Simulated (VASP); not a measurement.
Consider the following.

```
CELL_PARAMETERS angstrom
      4.58192     0.00000     0.00000
     -2.29096     3.96806     0.00000
      0.00000     0.00000     6.60824
ATOMIC_POSITIONS crystal
  W  0.50000 0.00000 0.00000
  W  0.50000 0.50000 0.33333
  W  0.00000 0.50000 0.66667
  Si 0.16359 0.32718 0.00000
  Si 0.83641 0.16359 0.33333
  Si 0.67282 0.83641 0.66667
  Si 0.83641 0.67282 0.00000
  Si 0.16359 0.83641 0.33333
  Si 0.32718 0.16359 0.66667
```

These are r2SCAN meta-GGA, VASP's PBE PAW potentials (set 64) (plane waves; VASP) values and carry that method's errors. Settings: 400 eV cut-off, 6×6×4 Γ-centred mesh, tetrahedra with Blöchl corrections, potentials W_sv Si.

The cores are frozen, which limits the accuracy of field gradients.

Q: Give the principal components of the electric field gradient (V/Å²) and the asymmetry η at each nucleus.

A: 
| atom | Vxx | Vyy | Vzz | η |
|---|---|---|---|---|
| W1 | 57.4 | 36.0 | -93.4 | 0.23 |
| W2 | 57.4 | 36.0 | -93.4 | 0.23 |
| W3 | 57.4 | 36.0 | -93.4 | 0.23 |
| Si4 | 13.5 | 1.0 | -14.5 | 0.86 |
| Si5 | 13.5 | 1.0 | -14.5 | 0.86 |
| Si6 | 13.5 | 1.0 | -14.5 | 0.86 |
| Si7 | 13.5 | 1.0 | -14.5 | 0.86 |
| Si8 | 13.5 | 1.0 | -14.5 | 0.86 |
| Si9 | 13.5 | 1.0 | -14.5 | 0.86 |

The structure was generated: Si2W was put into the CrSi2 type (P6_222), which need not be its known phase. It was relaxed first.
